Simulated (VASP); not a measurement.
# Be3Se2O (Cmc2_1) in VASP: relaxation of cell and atoms with PBE

Aim: the relaxation of cell and atoms of Be3Se2O with PBE.

Program: VASP 6.6.1. These are calculated values, not measurements. Logs are shortened: lines on timing, memory, paths and dates and some standing lists are left out, and cuts for length are marked.

### Step 1. The structure

It takes space group Cmc2_1 (No. 36, orthorhombic). The conventional cell has a = 10.540 Å, b = 6.060 Å, c = 5.230 Å, α = 90.00°, β = 90.00°, γ = 90.00°. Around Be (site symmetry 1) lie 1 O at 1.79 Å. Around Be (site symmetry m) lie 2 O at 1.86 to 1.94 Å. Around Se (site symmetry 1) lie 4 Be at 2.17 to 2.43 Å. O (site symmetry m) has 4 Be at 1.79 to 1.94 Å as nearest neighbours.

The cell was built by a generator and needn't be a form met in nature.

### Step 2. Relaxation of cell and atoms, PBE

INCAR

```
SYSTEM = Be3Se2O
PREC     = Normal         ! precision mode
ENCUT    = 520            ! plane-wave cutoff, eV
EDIFF    = 1E-4           ! SCF threshold, eV
ISMEAR   = 0              ! smearing method
SIGMA    = 0.15           ! smearing width, eV
LREAL    = Auto         
LASPH    = .True.         ! aspherical terms in the spheres
NELM     = 60             ! most SCF steps
ALGO     = Fast           ! electronic algorithm
ISIF     = 3              ! what is computed and relaxed
LWAVE    = .False.        ! write WAVECAR
LCHARG   = .False.        ! write CHGCAR
GGA      = PE             ! functional
IBRION   = 2              ! ionic algorithm
NSW      = 24             ! ionic steps
EDIFFG   = -0.08          ! ionic threshold
KPAR     = 2
```

KPOINTS

```
Automatic mesh
0
Gamma
  3 3 3
  0 0 0
```

POSCAR

```
Be3Se2O
1.0
    5.2700000000     -3.0300000000      0.0000000000
    5.2700000000      3.0300000000      0.0000000000
    0.0000000000      0.0000000000      5.2300000000
Be Se O
6 4 2
Direct
    0.8369000000      0.4523000000      0.4115000000
    0.5477000000      0.1631000000      0.4115000000
    0.1135000000      0.8865000000      0.3552000000
    0.4523000000      0.8369000000      0.9115000000
    0.1631000000      0.5477000000      0.9115000000
    0.8865000000      0.1135000000      0.8552000000
    0.8290000000      0.5190000000      0.0000000000
    0.5190000000      0.8290000000      0.5000000000
    0.1710000000      0.4810000000      0.5000000000
    0.4810000000      0.1710000000      0.0000000000
    0.8300000000      0.1700000000      0.4910000000
    0.1700000000      0.8300000000      0.9910000000
```

Potentials or basis: VASP PAW PBE potentials, release 64 (Be, Se, O).

The run is started by

```
$ cat potpaw_PBE.64/Be/POTCAR potpaw_PBE.64/Se/POTCAR potpaw_PBE.64/O/POTCAR > POTCAR
$ mpirun -np 2 vasp_std > vasp.out
```

OUTCAR:

```text
SYSTEM = Be3Se2O
   PREC = Normal
   ENCUT = 520
   EDIFF = 1E-4
   ISMEAR = 0
   LREAL = Auto
   LASPH = .True.
   NELM = 60
   ISIF = 3
   GGA = PE
   IBRION = 2
   NSW = 24
   EDIFFG = -0.08

 ion  position               nearest neighbor table
   1  0.837  0.452  0.411-  11 1.79   9 2.17   8 2.18   7 2.19
   2  0.548  0.163  0.411-  11 1.79   8 2.17   9 2.18  10 2.19
   3  0.114  0.886  0.355-  11 1.86  12 1.94   8 2.43   9 2.43
   4  0.452  0.837  0.911-  12 1.79  10 2.17   7 2.18   8 2.19
   5  0.163  0.548  0.911-  12 1.79   7 2.17  10 2.18   9 2.19
   6  0.886  0.114  0.855-  12 1.86  11 1.94   7 2.43  10 2.43
   7  0.829  0.519  0.000-   5 2.17   4 2.18   1 2.19   6 2.43
   8  0.519  0.829  0.500-   2 2.17   1 2.18   4 2.19   3 2.43
   9  0.171  0.481  0.500-   1 2.17   2 2.18   5 2.19   3 2.43
  10  0.481  0.171  0.000-   4 2.17   5 2.18   2 2.19   6 2.43
  11  0.830  0.170  0.491-   1 1.79   2 1.79   3 1.86   6 1.94
  12  0.170  0.830  0.991-   4 1.79   5 1.79   6 1.86   3 1.94

  LATTYP: Found a base centered orthorhombic cell.
 ALAT       =     6.0600000000
 B/A-ratio  =     1.7392739274
 C/A-ratio  =     0.8630363036

  Lattice vectors:

 A1 = (  -5.2700000000,  -3.0300000000,   0.0000000000)
 A2 = (   5.2700000000,  -3.0300000000,   0.0000000000)
 A3 = (   0.0000000000,   0.0000000000,   5.2300000000)

Analysis of symmetry for initial positions (statically):
=====================================================================
 Subroutine PRICEL returns:
 Original cell was already a primitive cell.

 Routine SETGRP: Setting up the symmetry group for a
 base centered orthorhombic supercell.

 Subroutine GETGRP returns: Found  4 space group operations
 (whereof  2 operations were pure point group operations)
 out of a pool of  8 trial point group operations.

The static configuration has the point symmetry C_1h.
 The point group associated with its full space group is C_2v.

Analysis of symmetry for dynamics (positions and initial velocities):
=====================================================================
 Subroutine PRICEL returns:
 Original cell was already a primitive cell.

 Routine SETGRP: Setting up the symmetry group for a
 base centered orthorhombic supercell.

 Subroutine GETGRP returns: Found  4 space group operations
 (whereof  2 operations were pure point group operations)
 out of a pool of  8 trial point group operations.

The dynamic configuration has the point symmetry C_1h.
 The point group associated with its full space group is C_2v.

 Subroutine INISYM returns: Found  4 space group operations
 (whereof  2 operations are pure point group operations),
 and found     1 'primitive' translations

----------------------------------------------------------------------------------------

                                     Primitive cell

  volume of cell :     167.0263

  direct lattice vectors                    reciprocal lattice vectors
     5.270000000 -3.030000000  0.000000000     0.094876660 -0.165016502  0.000000000
     5.270000000  3.030000000  0.000000000     0.094876660  0.165016502  0.000000000
     0.000000000  0.000000000  5.230000000     0.000000000  0.000000000  0.191204589

  length of vectors
     6.078963727  6.078963727  5.230000000     0.190347121  0.190347121  0.191204589

  position of ions in fractional coordinates (direct lattice)
     0.836900000  0.452300000  0.411500000
     0.547700000  0.163100000  0.411500000
     0.113500000  0.886500000  0.355200000
     0.452300000  0.836900000  0.911500000
     0.163100000  0.547700000  0.911500000
     0.886500000  0.113500000  0.855200000
     0.829000000  0.519000000  0.000000000
     0.519000000  0.829000000  0.500000000
     0.171000000  0.481000000  0.500000000
     0.481000000  0.171000000  0.000000000
     0.830000000  0.170000000  0.491000000
     0.170000000  0.830000000  0.991000000

  ion indices of the primitive-cell ions
   primitive index   ion index
                 1           1
                 2           2
                 3           3
                 4           4
                 5           5
                 6           6
                 7           7
                 8           8
                 9           9
                10          10
                11          11
                12          12

----------------------------------------------------------------------------------------

 KPOINTS: Automatic mesh

Automatic generation of k-mesh.
 Grid dimensions read from file:
 generate k-points for:    3    3    3

 Generating k-lattice:

  Cartesian coordinates                     Fractional coordinates (reciprocal lattice)
     0.031625553 -0.055005501  0.000000000     0.333333333 -0.000000000  0.000000000
     0.031625553  0.055005501  0.000000000    -0.000000000  0.333333333  0.000000000
     0.000000000  0.000000000  0.063734863     0.000000000  0.000000000  0.333333333

  Length of vectors
     0.063449040  0.063449040  0.063734863

  Shift w.r.t. Gamma in fractional coordinates (k-lattice)
     0.000000000  0.000000000  0.000000000

 Subroutine IBZKPT returns following result:
 ===========================================

 Found      8 irreducible k-points:

 Following reciprocal coordinates:
            Coordinates               Weight
  0.000000  0.000000  0.000000      1.000000
  0.333333  0.000000  0.000000      4.000000
  0.333333  0.333333  0.000000      2.000000
 -0.333333  0.333333  0.000000      2.000000
  0.000000  0.000000  0.333333      2.000000
  0.333333  0.000000  0.333333      8.000000
  0.333333  0.333333  0.333333      4.000000
 -0.333333  0.333333  0.333333      4.000000
   k-points           NKPTS =      8   k-points in BZ     NKDIM =      8   number of bands    NBANDS=     31
   number of dos      NEDOS =    301   number of ions     NIONS =     12
   total plane-waves  NPLWV =  38880
   dimension x,y,z NGX =    36 NGY =   36 NGZ =   30
   dimension x,y,z NGXF=    72 NGYF=   72 NGZF=   60
   ions per type =               6   4   2
   NGX,Y,Z   is equivalent  to a cutoff of   9.85,  9.85,  9.54 a.u.
   NGXF,Y,Z  is equivalent  to a cutoff of  19.69, 19.69, 19.07 a.u.
 SYSTEM =  Be3Se2O
   PREC   = normal    normal or accurate (medium, high low for compatibility)
   ISTART =      0    job   : 0-new  1-cont  2-samecut
   ICHARG =      2    charge: 1-file 2-atom 10-const
   ISPIN  =      1    spin polarized calculation?
   LNONCOLLINEAR =      F non collinear calculations
   LSORBIT =      F    spin-orbit coupling
   LASPH  =      T    aspherical Exc in radial PAW
   ENCUT  =  520.0 eV  38.22 Ry    6.18 a.u.  11.30 11.30  9.72*2*pi/ulx,y,z
   NELM   =     60;   NELMIN=  2; NELMDL= -5     # of ELM steps
   EDIFF  = 0.1E-03   stopping-criterion for ELM
   LREAL  =      T    real-space projection
   EDIFFG = -.8E-01   stopping-criterion for IOM
   NSW    =     24    number of steps for IOM
   IBRION =      2    ionic relax: 0-MD 1-quasi-New 2-CG
   NFREE  =      1    steps in history (QN), initial steepest desc. (CG)
   ISIF   =      3    stress and relaxation
   ISYM   =      2    0-nonsym 1-usesym 2-fastsym
   POTIM  = 0.5000    time-step for ionic-motion
   TEBEG  =    0.0;   TEEND  =   0.0 temperature during run
   PSTRESS=    0.0 pullay stress
   NELECT =      48.0000    total number of electrons
   NUPDOWN=      -1.0000    fix difference up-down
   EMIN   =  10.00;   EMAX   =-10.00  energy-range for DOS
   EFERMI =   0.00;   METHOD = LEGACY
   ISMEAR =     0;   SIGMA  =   0.15  broadening in eV -4-tet -1-fermi 0-gaus
   EFERMI_NEDOS =   21; number of points for ismear=-14 and -15
   IALGO  =     68    algorithm
   IMIX   =      4    mixing-type and parameters
     AMIX     =   0.40;   BMIX     =  1.00
     AMIX_MAG =   1.60;   BMIX_MAG =  1.00
  volume/ion in A,a.u.               =      13.92        93.93
  Fermi-wavevector in a.u.,A,eV,Ry     =   1.080340  2.041546 15.879815  1.167133
  Thomas-Fermi vector in A             =   2.216328
   LORBIT       =      0    0 simple, 1 ext, 2 COOP (PROOUT), +10 PAW based schemes
   GGA     = PE    functional components
   LHFCALC =     F    Hartree Fock is set to
   AEXX    =    0.0000 exact exchange contribution
   IVDW    =     0    specifies the selected vdW correction
   LEPSILON=     F    determine dielectric tensor
   LRPA    =     F    only Hartree local field effects (RPA)
 conjugate gradient relaxation of ions
 non-spin polarized calculation
 RMM-DIIS sequential band-by-band and
 Gauss-broadening in eV      SIGMA  =   0.15
  energy-cutoff  :      520.00
  volume of cell :      167.03
 maximum number of plane-waves:      4527
   NGX = 23   NGY = 23   NGZ = 19

--------------------------------------- Ionic step        1  -------------------------------------------

 number of electron      47.9999963 magnetization

 Free energy of the ion-electron system (eV)
  ---------------------------------------------------
  ext. energy  EPLUGINS =         0.00000000
  ---------------------------------------------------
  free energy    TOTEN  =       -59.40188364 eV

  energy without entropy =      -59.40188364  energy(sigma->0) =      -59.40188364

------------------------ aborting loop because EDIFF is reached ----------------------------------------

  FORCE on cell =-STRESS in cart. coord.  units (eV):
  Direction    XX          YY          ZZ          XY          YZ          ZX
  --------------------------------------------------------------------------------------
  -------------------------------------------------------------------------------------
  Total       -8.9537547     -6.5481186      8.3558285      0.0000000      0.0000000      0.0000000
  in kB      -85.8876754    -62.8119374     80.1521489      0.0000000      0.0000000      0.0000000
  external PRESSURE =     -22.8491547 kB  Pullay stress =       0.0000000 kB
[... 119 lines left out ...]
  FREE ENERGIE OF THE ION-ELECTRON SYSTEM (eV)
  ---------------------------------------------------
  free  energy   TOTEN  =       -61.2665650438 eV

  energy  without entropy=      -61.2665650438  energy(sigma->0) =      -61.26656504

[... ionic steps 4 to 8 ...]

--------------------------------------- Ionic step        9  -------------------------------------------

 number of electron      47.9999979 magnetization

------------------------ aborting loop because EDIFF is reached ----------------------------------------

  FORCE on cell =-STRESS in cart. coord.  units (eV):
  Direction    XX          YY          ZZ          XY          YZ          ZX
  --------------------------------------------------------------------------------------
  -------------------------------------------------------------------------------------
  Total       -0.0071829      0.3061518      0.0528282      0.0000000      0.0000000      0.0000000
  in kB       -0.0722977      3.0814935      0.5317287      0.0000000      0.0000000      0.0000000
  external PRESSURE =       1.1803082 kB  Pullay stress =       0.0000000 kB
[... 77 lines left out ...]
  energy  without entropy=      -61.4226264945  energy(sigma->0) =      -61.42262649

--------------------------------------- Ionic step       11  -------------------------------------------

 number of electron      47.9999978 magnetization

 Free energy of the ion-electron system (eV)
  ---------------------------------------------------
  ext. energy  EPLUGINS =         0.00000000
  ---------------------------------------------------
  free energy    TOTEN  =       -61.42811545 eV

  energy without entropy =      -61.42811545  energy(sigma->0) =      -61.42811545

 E-fermi :   5.0438     XC(G=0):  -9.9826

 val. band max:        4.3116907822   @ k =  -0.3333   0.3333   0.0000
 cond. band min:       7.3065582930   @ k =  -0.3333   0.3333   0.3333
 fundamental gap:      2.9948675108
 Fermi energy:         5.0438371051

 k-point     1 :       0.0000    0.0000    0.0000
  band No.  band energies     occupation
      1     -15.3168      2.00000
      2     -15.1337      2.00000
      3      -9.4037      2.00000
      4      -7.9243      2.00000
      5      -7.4717      2.00000
      6      -7.4361      2.00000
[... 300 lines left out ...]
  FREE ENERGIE OF THE ION-ELECTRON SYSTEM (eV)
  ---------------------------------------------------
  free  energy   TOTEN  =       -61.4281154530 eV

  energy  without entropy=      -61.4281154530  energy(sigma->0) =      -61.42811545

 reached required accuracy - stopping structural energy minimisation
```

Wall time 63 s (2 MPI ranks of Intel Xeon Platinum 8488C (Sapphire Rapids), shared host); peak memory 0.2 GiB.

Results:

| Item | Value |
| --- | --- |
| Free energy | -61.4281 eV |
| Relaxed volume | 13.22 Å³/atom |
| Relaxed cell | a = 5.842 Å, b = 5.842 Å, c = 5.436 Å, α = 90.00°, β = 90.00°, γ = 58.78° |
| Space group after relaxing (to 0.05 Å) | Cmc2_1 (No. 36) |
| Energy gained by relaxing | 168.9 meV/atom |
| Ionic steps | 11 |
| Pressure after relaxing | 0.1 GPa |
| Largest force after relaxing | 0.040 eV/Å |
| Band gap on the k mesh | 2.99 eV, indirect (least direct gap 3.37 eV) |

Forces on the atoms (eV/Å):
```
Be  -0.021  0.031 -0.007
Be   0.021  0.031 -0.007
Be   0.000  0.020 -0.011
Be  -0.021 -0.031 -0.007
Be   0.021 -0.031 -0.007
Be   0.000 -0.020 -0.011
Se  -0.010  0.026  0.028
Se  -0.010 -0.026  0.028
Se   0.010 -0.026  0.028
Se   0.010  0.026  0.028
O    0.000 -0.024 -0.031
O    0.000  0.024 -0.031
```

Stress tensor (GPa, compression positive):
```
-0.23  0.00  0.00
 0.00  0.21  0.00
 0.00  0.00  0.20
```

Step by step:
```tsv
step	energy change (eV)	largest force (eV/Å)	pressure (GPa)	volume (Å³)
1	0.0000	1.9101	-2.28	167.03
2	-1.5298	1.0924	-0.92	162.04
3	-1.8647	0.4062	1.64	157.94
4	-1.8717	0.4124	1.25	158.47
5	-1.9851	0.1914	-0.59	160.75
6	-1.9893	0.1700	-0.87	161.36
7	-2.0040	0.1985	0.12	159.63
8	-2.0049	0.2090	0.41	159.09
9	-2.0160	0.1559	0.12	159.18
10	-2.0207	0.1341	-0.23	159.30
11	-2.0262	0.0397	0.06	158.67
```

Final structure:
```
CELL_PARAMETERS angstrom
5.09031 -2.86696 0.00000
5.09031 2.86696 0.00000
0.00000 0.00000 5.43633
ATOMIC_POSITIONS crystal
Be 0.83954 0.42868 0.41363
Be 0.57132 0.16046 0.41363
Be 0.10996 0.89004 0.32784
Be 0.42868 0.83954 0.91363
Be 0.16046 0.57132 0.91363
Be 0.89004 0.10996 0.82784
Se 0.83558 0.48359 0.00665
Se 0.48359 0.83558 0.50665
Se 0.16442 0.51641 0.50665
Se 0.51641 0.16442 0.00665
O 0.85297 0.14703 0.50079
O 0.14703 0.85297 0.00079
```

Levels at points of the mesh, in eV from the valence-band top:
```tsv
k point	band 20	band 21	band 22	band 23	band 24	band 25	band 26	band 27	band 28	band 29
(0.00, 0.00, 0.00)	-1.89	-1.15	-0.93	-0.49	-0.49	3.47	3.65	3.68	4.05	6.02
```

Caveat: an odd mesh through Γ misses points on the zone boundary, where band edges often lie; the relaxation stopped at a loose force limit of 0.08 eV/Å, so its end isn't a converged minimum. Expect the measured gap to be larger: semilocal functionals such as PBE lack the derivative discontinuity.
